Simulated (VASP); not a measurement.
PtSe2:

```
Pt Se
1.0
     3.72400    0.00000    0.00000
    -1.86200    3.22508    0.00000
     0.00000    0.00000    5.06200
Pt Se
1 2
Direct
  0.00000 0.00000 0.00000
  0.33333 0.66667 0.25000
  0.66667 0.33333 0.75000
```

| Item | Value |
| --- | --- |
| Program | VASP 6.6.1 |
| Task | relaxation of cell and atoms |
| Functional | LDA |
| Potentials or basis | VASP PAW LDA potentials, release 64 (Pt, Se) |
| Cutoff | 600 eV |
| k mesh | 10 × 10 × 8 |
| Occupations | gaussian, width 0.05 eV |
| Spin | no spin polarisation |

At the start: pressure -0.1 GPa; volume 20.27 Å³/atom.

**Question.** How do energy, volume and symmetry change on relaxing?

**Answer.** Over 14 steps the energy falls by 11.2 meV/atom and the volume is 19.29 Å³/atom (-4.8 %); space group P-3m1 (No. 164, to 0.05 Å).

Step by step:
```csv
step,energy change (eV),largest force (eV/Å),pressure (GPa),volume (Å³)
1,0.0000,0.2123,-0.06,60.80
2,-0.0060,0.1285,-0.82,60.72
3,-0.0122,0.0695,-2.40,60.56
4,-0.0138,0.0698,-2.33,60.44
5,-0.0181,0.0705,-2.16,60.10
6,-0.0253,0.0743,-1.71,59.43
7,-0.0327,0.0891,-0.74,58.07
8,-0.0328,0.0947,-0.52,57.81
9,-0.0329,0.0930,-0.56,57.87
10,-0.0333,0.0579,-0.29,57.85
11,-0.0335,0.0166,0.01,57.83
12,-0.0335,0.0137,0.00,57.83
13,-0.0335,0.0071,-0.02,57.84
14,-0.0336,0.0069,-0.06,57.86
```

Final structure:
```
CELL_PARAMETERS angstrom
3.74828 0.00000 0.00000
-1.87414 3.24611 0.00000
0.00000 0.00000 4.75564
ATOMIC_POSITIONS crystal
Pt 0.00000 0.00000 0.00000
Se 0.33333 0.66667 0.26483
Se 0.66667 0.33333 0.73517
```
